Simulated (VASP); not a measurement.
Input:

```
Ni
1.0
    0.00000     1.73813     1.73813
    1.73813     0.00000     1.73813
    1.73813     1.73813     0.00000
Ni
1
Direct
  0.00000   0.00000   0.00000
```

Level of theory: r2SCAN meta-GGA with spin-orbit coupling, VASP's PBE PAW potentials (set 64) (plane waves; VASP). Settings: 400 eV cut-off, 16×16×16 Γ-centred mesh, Gaussian smearing of 0.050 eV, potentials Ni. Starting moments (MAGMOM): 0 0 0.8.

### Question
Give the energies of bands 1 to 12 at the high-symmetry points, in eV from the Fermi level.

### Answer

```json
[
 {"band": "1", "Γ": "-9.93", "X": "-5.31", "U": "-4.63", "L": "-5.51", "W": "-4.38"},
 {"band": "2", "Γ": "-9.69", "X": "-4.93", "U": "-4.37", "L": "-4.82", "W": "-3.90"},
 {"band": "3", "Γ": "-3.12", "X": "-4.88", "U": "-4.05", "L": "-3.05", "W": "-3.72"},
 {"band": "4", "Γ": "-3.08", "X": "-3.88", "U": "-3.46", "L": "-2.95", "W": "-3.71"},
 {"band": "5", "Γ": "-3.03", "X": "-1.04", "U": "-2.69", "L": "-2.09", "W": "-2.68"},
 {"band": "6", "Γ": "-1.86", "X": "-1.01", "U": "-1.64", "L": "-2.01", "W": "-2.67"},
 {"band": "7", "Γ": "-1.76", "X": "-0.94", "U": "-1.54", "L": "-1.11", "W": "-1.78"},
 {"band": "8", "Γ": "-1.72", "X": "-0.15", "U": "-1.26", "L": "-1.06", "W": "-1.03"},
 {"band": "9", "Γ": "-1.62", "X": "0.56", "U": "-0.77", "L": "-0.71", "W": "-1.00"},
 {"band": "10", "Γ": "-1.62", "X": "0.57", "U": "0.27", "L": "-0.50", "W": "0.56"},
 {"band": "11", "Γ": "-0.93", "X": "2.24", "U": "5.88", "L": "0.17", "W": "8.02"},
 {"band": "12", "Γ": "-0.93", "X": "2.48", "U": "6.16", "L": "0.20", "W": "8.03"}
]
```

It has no gap at this level: it comes out as a metal or semimetal.

The compound is Ni in the fcc structure. It was relaxed first.
